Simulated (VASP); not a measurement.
Consider the following.

```
CELL_PARAMETERS angstrom
      0.00000     2.94957     2.94957
      2.94957     0.00000     2.94957
      2.94957     2.94957     0.00000
ATOMIC_POSITIONS crystal
  Pb 0.00000 0.00000 0.00000
  S  0.50000 0.50000 0.50000
```

All values below come from PBEsol GGA, VASP's PBE PAW potentials (set 64) (plane waves; VASP). Numerical set-up: 520 eV cut-off, 8×8×8 Γ-centred mesh, Gaussian smearing of 0.050 eV, potentials Pb_d S.

Unless said otherwise, spin-orbit coupling is left out, though it shifts the bands of the heavy elements here.

Task: Estimate the energy per atom (σ→0), band gap (on the k-mesh) with the smallest direct gap where there is one.

Result: 
```json
{
 "band gap (on the k-mesh)": "0.19 eV",
 "smallest direct gap (on the k-mesh)": "0.19 eV",
 "energy per atom (σ→0)": "-456.3 kJ/mol-atom"
}
```

Only differences to runs with the same potentials and settings are physical.

The compound is PbS in the rock salt structure. It was relaxed first.
